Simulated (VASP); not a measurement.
CsC: relaxation of the atoms with PBEsol

CsC:

```
Cs C
1.0
     4.46110    0.00000    0.00000
    -2.23055    3.86343    0.00000
     0.00000    0.00000    3.64617
Cs C
1 1
Cartesian
  0.0000 0.0000 1.8231
  2.2306 1.2878 0.0000
```

The cell was built by a generator and needn't be a form met in nature.

* Program: VASP 6.6.1
* Task: relaxation of the atoms
* Functional: PBEsol
* Potentials or basis: VASP PAW PBE potentials, release 64 (Cs_sv, C)
* Cutoff: 520 eV
* k mesh: 7 × 7 × 7
* Occupations: gaussian, width 0.05 eV
* Spin: no spin polarisation
* Further INCAR settings: ALGO = Normal; EDIFF = 1e-06; IBRION = 2; EDIFFG = -0.01; NSW = 60

```yaml
Pressure_after_relaxing: -1.7 GPa
Band_gap_on_the_k_mesh: none (metal or under the smearing width)
```

Stress tensor (GPa, compression positive):
```
-1.60  0.00  0.00
 0.00 -1.60  0.00
 0.00  0.00 -2.00
```

Final structure:
```yaml
crystal:
  lattice:
    - [4.46110, 0.00000, 0.00000]
    - [-2.23055, 3.86343, 0.00000]
    - [0.00000, 0.00000, 3.64617]
  atoms:
    - { symbol: Cs, position: [0.00000, 0.00000, 0.50000] }
    - { symbol: C, position: [0.66667, 0.33333, 0.00000] }
```

Levels at points of the mesh, in eV from the Fermi level:
```csv
k point,band 4,band 5,band 6,band 7,band 8,band 9
"(0.00, 0.00, 0.00)",-7.79,-7.14,-0.07,-0.07,1.12,3.42
```

Run time: 16 s on 1 thread of Intel(R) Xeon(R) 6975P-C (Granite Rapids), on a shared host, peak memory 0.2 GiB.

Caveat: the relaxation stopped at its first step, so nothing moved; the PAW data sets were made with another functional, which shifts forces and pressure a little. The run has no spin-orbit coupling, so splittings on Cs are missing.
